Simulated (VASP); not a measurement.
**Ti: which input changes matter**

Aim: change the input of a sound run on Ti piece by piece and see what each change does. All runs use r2SCAN. This is not the structure that Ti takes at ambient conditions. The start is a cell from a database of measured crystal structures.

Calculated with VASP 6.6.1; r2SCAN; plane waves and PAW (Ti_sv).

Report form: the programs' logs are mostly left out.

The starting crystal is not the ambient structure of Ti (hexagonal, No. 194); it is a model or a phase of other conditions.

### 1. The structure

Symmetry: Fm-3m, No. 225, cubic system. The conventional cell has a = 4.060 Å, b = 4.060 Å, c = 4.060 Å, α = 90.00°, β = 90.00°, γ = 90.00°. Ti has 12 Ti at 2.87 Å nearest.

Coordinates:

```cif
data_structure
_symmetry_space_group_name_H-M 'P 1'
_symmetry_Int_Tables_number 1
_cell_length_a 2.8709
_cell_length_b 2.8709
_cell_length_c 2.8709
_cell_angle_alpha 60.000
_cell_angle_beta 60.000
_cell_angle_gamma 60.000
_cell_volume 16.73
loop_
_atom_site_label
_atom_site_type_symbol
_atom_site_fract_x
_atom_site_fract_y
_atom_site_fract_z
_atom_site_occupancy
Ti1 Ti 0.00000 0.00000 0.00000 1
```

### 2. Reference run

A single point writes out the density, ELF and the potential. r2SCAN adds the kinetic-energy density, costs more than a GGA and is run with LASPH.

The input, INCAR:

```
SYSTEM = Ti
PREC = Accurate
ENCUT = 400
EDIFF = 1E-06
NELM = 100
ISMEAR = -1
SIGMA = 0.05
LREAL = .FALSE.
ALGO = Normal
METAGGA = R2SCAN
LASPH = .TRUE.
NBANDS = 12
LORBIT = 11
LWAVE = .FALSE.
LCHARG = .TRUE.
ISIF = 2
LELF = .TRUE.
LVHAR = .TRUE.
```

The input, POSCAR:

```
Ti
1.0
    0.0000000000      2.0300000000      2.0300000000
    2.0300000000      0.0000000000      2.0300000000
    2.0300000000      2.0300000000      0.0000000000
Ti
1
Direct
    0.0000000000      0.0000000000      0.0000000000
```

The input, KPOINTS:

```
Automatic mesh
0
Gamma
11 11 11
0 0 0
```

PAW data sets: Ti_sv (PBE family, release 64).

On the command line:

```sh
mpirun -np 2 vasp_std
```

Wall time 16 s (2 MPI ranks of Intel Xeon Platinum 8488C (Sapphire Rapids), shared host); peak memory 0.2 GiB; 26 s of CPU time.

The k-mesh is coarse for a metal. The PAW data sets were made with PBE, which is usual practice but a small mismatch for other functionals. At this level the cell is under a pressure of 4.1 GPa, so at these settings it is away from equilibrium.

Numbers from this step:

```
SCF cycles                             : 13
electrons                              : 12
bands                                  : 12
irreducible k-points                   : 56
symmetry operations                    : 48
free energy (TOTEN)                    : -12.87 eV
energy at zero smearing                : -12.86 eV
Fermi energy                           : 8.636 eV
pressure                               : 4.141 GPa
metallic, judged on the points sampled : yes
```

Electrostatic potential energy in the ac plane of the conventional cell at fractional y = 0.000, with atoms of Ti within 0.2 Å of it. With pseudopotentials it is smooth inside the atoms' cores, unlike the true potential.

Values in eV, 14 rows by 14 columns, each cell a mean:
```
-62 -57 -39 -13  -2   2   3   3   3   1  -4 -24 -47 -60
-51 -42 -25  -7  -1   1   2   2   2   0  -2 -13 -33 -47
-27 -20  -9  -3  -1  -1  -2  -2  -1  -1  -2  -4 -13 -24
 -5  -3  -2  -2  -3  -7 -13 -15 -10  -5  -2  -2  -2  -4
  1   1   0  -2  -9 -25 -39 -42 -34 -18  -5  -1   0   1
  3   2   1  -3 -20 -42 -57 -59 -52 -34 -10  -1   2   3
  3   3   1  -5 -27 -51 -62 -63 -59 -42 -15  -2   2   3
  3   3   1  -4 -24 -47 -60 -62 -57 -39 -13  -2   2   3
  2   2   0  -2 -13 -33 -47 -51 -42 -25  -7  -1   1   2
 -2  -1  -1  -2  -4 -13 -24 -27 -20  -9  -3  -1  -1  -2
-15 -10  -5  -2  -2  -2  -4  -5  -3  -2  -2  -3  -7 -13
-42 -34 -18  -5  -1   0   1   1   1   0  -2  -9 -25 -39
-59 -52 -34 -10  -1   2   3   3   2   1  -3 -20 -42 -57
-63 -59 -42 -15  -2   2   3   3   3   1  -5 -27 -51 -62
```
Columns run along a (4.1 Å; values clipped at the 3rd and 97th percentile), rows up along c (4.1 Å), edges of the conventional cell, whose origin can differ from the input's. Atoms in or near the plane, at fractional coordinates: Ti at (0.00, 0.00), Ti at (0.50, 0.50).

ELF in the ac plane of the conventional cell at fractional y = 0.000, with atoms of Ti within 0.2 Å of it. It is the smooth field of the valence electrons, not physical close to the nuclei.

Ten even steps from '0' (0.13) to '9' (0.97), each cell a mean:
```
97301467630158
54101344420025
10001110111001
00010000000100
33200133210123
65300478620146
76301599830047
76301589730146
44200255410134
01110011000111
00001000001000
32101233320013
86201466530047
98300477630159
```
Columns run along a (4.1 Å), rows up along c (4.1 Å), edges of the conventional cell, whose origin can differ from the input's. Atoms in or near the plane, at fractional coordinates: Ti at (0.00, 0.00), Ti at (0.50, 0.50).

Valence density in the ac plane of the conventional cell at fractional y = 0.000, with atoms of Ti within 0.2 Å of it. It is the smooth field of the valence electrons, not physical close to the nuclei.

Ten even steps from '_' (0 e/Å³) to '@' (14 e/Å³), each cell a mean:
```
##==..__________________::**
--..____________________..::
____________________________
____________________________
____________......__________
__________..==++--..________
__________--##@@++..________
__________::**##==..________
__________..::--..__________
____________________________
____________________________
....______________________..
++--..__________________..==
@@++..__________________--##
```
Columns run along a (4.1 Å), rows up along c (4.1 Å), edges of the conventional cell, whose origin can differ from the input's. Atoms in or near the plane, at fractional coordinates: Ti at (0.00, 0.00), Ti at (0.50, 0.50).

The pressure is 4.14 GPa and the largest force 0.000 eV/Å, so the cell is not at a minimum at these settings.

### 3. Total energy, forces and stress (r2SCAN) with a changed input

A single point gives energy, forces and stress at these settings. Some settings are moved from the usual, to see what they do.

INCAR: that of step 2 with these lines changed.

```diff
@@ -14,5 +14,5 @@
 LWAVE = .FALSE.
-LCHARG = .TRUE.
+LCHARG = .FALSE.
+KPAR = 2
 ISIF = 2
-LELF = .TRUE.
-LVHAR = .TRUE.
+ISYM = 3
```

POSCAR is that of step 2.

KPOINTS is that of step 2.

On the command line:

```sh
mpirun -np 2 vasp_std
```

Elapsed: 9.4 s, on 2 MPI ranks.

The run ended with an error.

VASP's message: “internal error in CHECK_FULL_KPOINTS: KPOINTS_FULL not properly initialised”. No number of this run is used.

ISYM = 3 is meant for hybrids and fails here together with this job; the default ISYM avoids it.

### 4. A single point (r2SCAN) with a changed input

This step: r2SCAN, spin-polarised from a default ferromagnetic start; plane waves and PAW (Ti_sv) (VASP 6.6.1).

This run is made with a changed input; what comes of it follows.

INCAR: that of step 3 with these lines changed.

```diff
@@ -4,3 +4,3 @@
 EDIFF = 1E-06
-NELM = 100
+NELM = 68
 ISMEAR = -1
@@ -17,2 +17,3 @@
 ISIF = 2
-ISYM = 3
+ISPIN = 2
+NUPDOWN = 60
```

POSCAR is that of step 3.

KPOINTS is that of step 3.

On the command line:

```sh
mpirun -np 2 vasp_std
```

Elapsed: 4.6 min, on 2 MPI ranks.

The run was cut off at its time limit.

The fault in the input: moment fixed beyond the electrons or bands at hand (ISPIN = 2 and NUPDOWN = 60). NUPDOWN must fit the electron count, and NBANDS must hold the larger spin.

### 5. Total energy, forces and stress (r2SCAN) with a changed input, try 2

This step: r2SCAN; plane waves and PAW (Ti_sv) (VASP 6.6.1).

The input, INCAR:

```
SYSTEM = Ti
PREC = Low
ENCUT = 400
EDIFF = 1E-06
NELM = 100
ISMEAR = -1
SIGMA = 0.05
LREAL = .FALSE.
ALGO = Normal
METAGGA = R2SCAN
LASPH = .TRUE.
NBANDS = 12
LORBIT = 11
LWAVE = .FALSE.
LCHARG = .FALSE.
KPAR = 2
ISIF = 2
KSPACING = 0.4
ISYM = 3
```

POSCAR is that of step 4.

On the command line:

```sh
mpirun -np 2 vasp_std
```

It took 8.2 s on 2 MPI ranks.

The run ended with an error.

VASP's message: “internal error in CHECK_FULL_KPOINTS: KPOINTS_FULL not properly initialised”. No number of this run is used.

ISYM = 3 is meant for hybrids and fails here together with this job; the default ISYM avoids it.

PREC = Low changes the FFT grids.

### 6. Relaxing cell and atoms (r2SCAN) with a changed input

Properties are meant for the cell that this level of theory prefers, so cell and atoms are relaxed first (ISIF = 3) until forces and stress are small; EDIFFG sets the threshold. Some settings are moved from the usual, to see what they do.

The input, INCAR:

```
SYSTEM = Ti
PREC = Accurate
ENCUT = 400
EDIFF = 1E-06
NELM = 100
ISMEAR = 0
SIGMA = 0.02
LREAL = .FALSE.
ALGO = Normal
METAGGA = R2SCAN
LASPH = .TRUE.
NBANDS = 12
LORBIT = 11
LWAVE = .FALSE.
LCHARG = .FALSE.
KPAR = 2
IBRION = 2
NSW = 60
ISIF = 3
EDIFFG = -0.01
```

POSCAR is that of step 5.

KPOINTS is that of step 4.

On the command line:

```sh
mpirun -np 2 vasp_std
```

Elapsed: 53 s, on 2 MPI ranks; peak memory 0.24 GiB; 96 s of CPU time.

The run keeps the 48 symmetry operations of its start, so it cannot find a distortion of lower symmetry.

Step by step:

```
step  energy less that of the first step (eV)  largest force (eV/Å)  pressure (GPa)  volume (Å³)
   1                                   0.0000                0.0000            3.89        16.73
   2                                  -0.0042                0.0000           -2.52        17.73
   3                                  -0.0075                0.0000           -0.05        17.34
```

```
conventional cell, symmetrised  before  after  change
                         a (Å)   4.060  4.108  +1.2 %
                         b (Å)   4.060  4.108  +1.2 %
                         c (Å)   4.060  4.108  +1.2 %
              volume (Å³/atom)   16.73  17.34  +3.6 %
```

The relaxed structure:

```xyz
1
Lattice="0.0000 2.0542 2.0542 2.0542 0.0000 2.0542 2.0542 2.0542 0.0000" Properties=species:S:1:pos:R:3 pbc="T T T"
Ti    0.0000    0.0000    0.0000
```

This step gave:

| Property | Result |
| --- | --- |
| energy at zero smearing | -12.87 eV |
| Fermi energy | 8.223 eV |
| pressure | -0.05259 GPa |
| SCF cycles over all ionic steps | 32 |

It ends with forces that vanish by symmetry and a pressure of -0.05 GPa.

### 7. Relaxing cell and atoms (r2SCAN) with a changed input, try 2

The input, INCAR:

```
SYSTEM = Ti
PREC = Accurate
ENCUT = 400
EDIFF = 1E-06
NELM = 68
ISMEAR = -1
SIGMA = 0.05
LREAL = .FALSE.
ALGO = Normal
METAGGA = R2SCAN
LASPH = .TRUE.
NBANDS = 12
LORBIT = 11
LWAVE = .FALSE.
LCHARG = .FALSE.
KPAR = 2
IBRION = 1
NSW = 30
ISIF = 3
EDIFFG = -0.01
POTIM = 3
```

POSCAR is that of step 6.

KPOINTS is that of step 6.

On the command line:

```sh
mpirun -np 2 vasp_std
```

Elapsed: 94 s, on 2 MPI ranks; peak memory 0.25 GiB; 3 min of CPU time.

The run converged. In volume (within 0.3 %) and energy (within 2 meV an atom) it ends like the sound relaxation.

Settings moved from the usual: NELM = 68, NSW = 30, POTIM = 3.0 and IBRION = 1.

### 8. A single point (r2SCAN) with a changed input, try 2

The input, INCAR:

```
SYSTEM = Ti
PREC = Normal
ENCUT = 400
EDIFF = 1E-06
NELM = 100
ISMEAR = -1
SIGMA = 0.05
LREAL = .FALSE.
ALGO = Normal
METAGGA = R2SCAN
LASPH = .TRUE.
NBANDS = 12
LORBIT = 11
LWAVE = .FALSE.
LCHARG = .FALSE.
KPAR = 2
ISIF = 2
```

POSCAR is that of step 7.

KPOINTS is that of step 7.

On the command line:

```sh
mpirun -np 2 vasp_std
```

Wall time 12 s (2 MPI ranks); peak memory 0.2 GiB.

PREC = Normal changes the FFT grids.

This step gave:

```yaml
energy_at_zero_smearing: -12.86 eV
fermi_energy: 8.635 eV
pressure: 4.082 GPa
```

Against the reference run the energy at zero smearing moves by -0.26 meV an atom and the pressure by -0.06 GPa.

### 9. Full relaxation (r2SCAN)

Properties are meant for the cell that this level of theory prefers, so cell and atoms are relaxed first (ISIF = 3) until forces and stress are small; EDIFFG sets the threshold.

INCAR: that of step 8 with these lines changed.

```diff
@@ -1,3 +1,3 @@
 SYSTEM = Ti
-PREC = Normal
+PREC = Accurate
 ENCUT = 400
@@ -16,2 +16,5 @@
 KPAR = 2
-ISIF = 2
+IBRION = 2
+NSW = 60
+ISIF = 3
+EDIFFG = -0.01
```

POSCAR is that of step 8.

KPOINTS is that of step 8.

On the command line:

```sh
mpirun -np 2 vasp_std
```

The job ended after 97 s (2 MPI ranks; peak memory 0.25 GiB; 3.1 min of CPU time).

The steps of the relaxation:

```
step  energy less that of the first step (eV)  largest force (eV/Å)  pressure (GPa)  volume (Å³)
   1                                   0.0000                0.0000            4.14        16.73
   2                                  -0.0031                0.0000           -2.87        17.80
   3                                  -0.0074                0.0000           -0.12        17.33
   4                                  -0.0074                0.0000            0.11        17.31
   5                                  -0.0074                0.0000            0.12        17.31
   6                                  -0.0074                0.0000            0.11        17.31
   7                                  -0.0074                0.0000            0.11        17.31
   8                                  -0.0074                0.0000            0.11        17.31
   9                                  -0.0074                0.0000            0.10        17.31
  10                                  -0.0074                0.0000            0.10        17.31
  11                                  -0.0074                0.0000            0.10        17.31
  12                                  -0.0074                0.0000            0.10        17.31
  13                                  -0.0074                0.0000            0.08        17.32
```

```csv
"conventional cell, symmetrised",before,after,change
a (Å),4.060,4.107,+1.2 %
b (Å),4.060,4.107,+1.2 %
c (Å),4.060,4.107,+1.2 %
volume (Å³/atom),16.73,17.32,+3.5 %
```

Final coordinates:

```cif
data_structure
_symmetry_space_group_name_H-M 'P 1'
_symmetry_Int_Tables_number 1
_cell_length_a 2.9040
_cell_length_b 2.9040
_cell_length_c 2.9040
_cell_angle_alpha 60.000
_cell_angle_beta 60.000
_cell_angle_gamma 60.000
_cell_volume 17.32
loop_
_atom_site_label
_atom_site_type_symbol
_atom_site_fract_x
_atom_site_fract_y
_atom_site_fract_z
_atom_site_occupancy
Ti1 Ti 0.00000 0.00000 0.00000 1
```

Numbers from this step:

| Item | Value |
| --- | --- |
| free energy (TOTEN) | -12.88 eV |
| energy at zero smearing | -12.87 eV |
| Fermi energy | 8.259 eV |
| pressure | 0.08155 GPa |
| SCF cycles over all ionic steps | 59 |

It ends with forces that vanish by symmetry and a pressure of 0.08 GPa.

### 10. Side by side

| changed | job | ended | energy (meV/atom) | pressure (GPa) | volume (%) |
| --- | --- | --- | --- | --- | --- |
| ISYM = 3 | single point | crashed | - | - | - |
| ISPIN = 2, NUPDOWN = 60 | single point | timeout | - | - | - |
| PREC = Low, KSPACING = 0.4, ISYM = 3 | single point | crashed | - | - | - |
| ISMEAR = 0, SIGMA = 0.02 | relaxation | converged | - | - | +0.1 |
| POTIM = 3.0, IBRION = 1 | relaxation | converged | - | - | +0.1 |
| PREC = Normal | single point | converged | -0.26 | -0.06 | - |

### 11. Summary of results

* ISYM = 3 (single point): crashed
* ISPIN = 2, NUPDOWN = 60 (single point): timeout
* PREC = Low, KSPACING = 0.4, ISYM = 3 (single point): crashed
* ISMEAR = 0, SIGMA = 0.02 (relaxation): converged, volume +0.1 %
* POTIM = 3.0, IBRION = 1 (relaxation): converged, volume +0.1 %
* PREC = Normal (single point): converged, -0.26 meV/atom

What this shows: Changes that show themselves, by a stop, a warning or no convergence: ISYM = 3; ISPIN = 2, NUPDOWN = 60; PREC = Low, KSPACING = 0.4, ISYM = 3 (where several settings stand together, the step names the one at fault, if it is known). Changes with no effect beyond 1 meV an atom and 0.1 GPa here: PREC = Normal. Differences of single points are from the reference run, and of volumes from the sound relaxation. The k-sampling is coarse for a metal, so the Fermi level, pressures and the shape of the cell carry errors.

[Lines on the potential files, build, host, timing and source positions are cut from VASP's logs without a mark.]

[Logs are printed without paths, hosts, clocks, repeated set-up lines and the standing remarks that a program may print on its own settings, such as how far it seeks lower states.]

[Hosts, paths, dates, database ids (printed as entryN), source tags and the programs' standing remarks are cut or masked in the printed files.]

[A measured line is paired with the nearest computed mode of its activity, which favours agreement.]

[In band tables of VASP the shares of atoms and orbitals are scaled to a sum of 1 inside the atoms' spheres.]
